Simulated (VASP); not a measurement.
Runs of VASP 6.6.1 on TiB2. Symmetry: P6/mmm, No. 191, hexagonal system. The conventional cell has a = 3.029 Å, b = 3.029 Å, c = 3.228 Å, α = 90.00°, β = 90.00°, γ = 120.00°. Ti (site symmetry 6/mmm) is surrounded by 12 B at 2.38 Å. B (site symmetry -6m2) is surrounded by 3 B at 1.75 Å. 

| k mesh | cutoff (eV) | mesh quality | gap on the mesh (eV) | pressure (GPa) |
| --- | --- | --- | --- | --- |
| 12 × 12 × 10 | 350 | not flagged | none | - |
| 12 × 12 × 10 | 400 | not flagged | none | 0.1 |
| 21 × 21 × 18 | 520 | not flagged | none | 0.4 |
| 12 × 12 × 10 | 520 | not flagged | none | 0.4 |
| 6 × 6 × 4 | 520 | coarse | none | 0.6 |
| 12 × 12 × 10 | 700 | not flagged | none | 0.4 |
| 12 × 12 × 10 | 600 | not flagged | none | 0.4 |
| 3 × 3 × 4 | 520 | coarse | none | -0.5 |
| 18 × 18 × 14 | 520 | not flagged | none | 0.4 |
| 12 × 12 × 10 | 450 | not flagged | none | (a) |
| 9 × 9 × 6 | 520 | not flagged | none | 0.4 |

Alike in all rows: task single point; level PBE; potentials or basis VASP PAW PBE potentials, release 64 (Ti_sv, B); no spin polarisation; cell as given; smearing gaussian 0.1 eV.

Problem. Estimate the missing entries.

Solution. (a) 0.3.

Caveats: some runs use coarse meshes; the cutoff is under 1.25 times the usual one of these potentials, so pressure, stress and relaxed cells hold a basis-set (Pulay) error (some runs).

A gap of «none» marks a metal or a gap under the smearing width.
